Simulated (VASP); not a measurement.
Set up this calculation in VASP 6.6.1, as the native input.

| Quantity | Value |
| --- | --- |
| Task | single point |
| Functional | PBE |
| Potentials or basis | VASP PAW PBE potentials, release 64 (Ta_pv, Si) |
| Cutoff | 520 eV |
| k mesh | 10 × 10 × 6 |
| Occupations | fermi-dirac, width 0.03 eV |
| Spin | no spin polarisation |
| Dipole correction | no |
| Further INCAR settings | ALGO = Normal; EDIFF = 1e-07; NBANDS = 23 |

The structure of TaSi lies in POSCAR:

```
TaSi
1.0
    4.4024234723      0.0000000000      0.0000000000
   -2.2012117362      3.8126105652      0.0000000000
    0.0000000000      0.0000000000      4.9911179725
Ta Si
2 2
Direct
    0.3333333333      0.6666666667     -0.0619989047
    0.6666666667      0.3333333333      0.4380010953
    0.3333333333      0.6666666667      0.4379989047
    0.6666666667      0.3333333333      0.9379989047
```

The cell comes from a database or a generator and needn't be the stable form of this composition.

These files were run (other wordings do the same):

INCAR

```
PREC     = Accurate       # precision mode
ENCUT    = 520            # plane-wave cutoff, eV
EDIFF    = 1E-7           # SCF threshold, eV
ISMEAR   = -1             # smearing method
SIGMA    = 0.03           # smearing width, eV
LREAL    = F              # projectors in reciprocal space
LASPH    = T              # aspherical terms in the spheres
NELM     = 100            # most SCF steps
ALGO     = Normal         # electronic algorithm
ISIF     = 2              # what is computed and relaxed
LWAVE    = F              # write WAVECAR
LCHARG   = T              # write CHGCAR
GGA      = PE             # functional
LELF     = T              # ELF
LVHAR    = T            
NBANDS   = 23             # bands
```

KPOINTS

```
regular mesh
0
Gamma
  10 10 6
```

Potentials or basis: VASP PAW PBE potentials, release 64 (Ta_pv, Si).

Launch:

```sh
$ cat potpaw_PBE.64/Ta_pv/POTCAR potpaw_PBE.64/Si/POTCAR > POTCAR
$ mpirun -np 1 vasp_std > vasp.out
```

It gave:

```json
{
 "Pressure": "0.1 GPa",
 "Band gap on the k mesh": "none (metal or under the smearing width)"
}
```

Run time: 37 s on 1 thread of Intel(R) Xeon(R) 6975P-C (Granite Rapids), on a shared host, peak memory 0.27 GiB.
